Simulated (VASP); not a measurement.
Take CdF2 (fluorite), against free atoms with fixed spin and no zero-point term, in VASP with PAW potentials, and its cohesive energy.

One run gives 3.39 eV/atom. Which level is it?
(A) PBE
(B) LDA
(C) r2SCAN

C, r2SCAN.  The others give 3.17 (PBE), 3.99 (LDA).

Only levels that ran to the end are used. Left out are those held back, those with too coarse a band path, GW runs whose mesh misses a band edge, hybrids' fits of cells that aren't cubic and levels without matching references; a question may draw on a part of the rest.
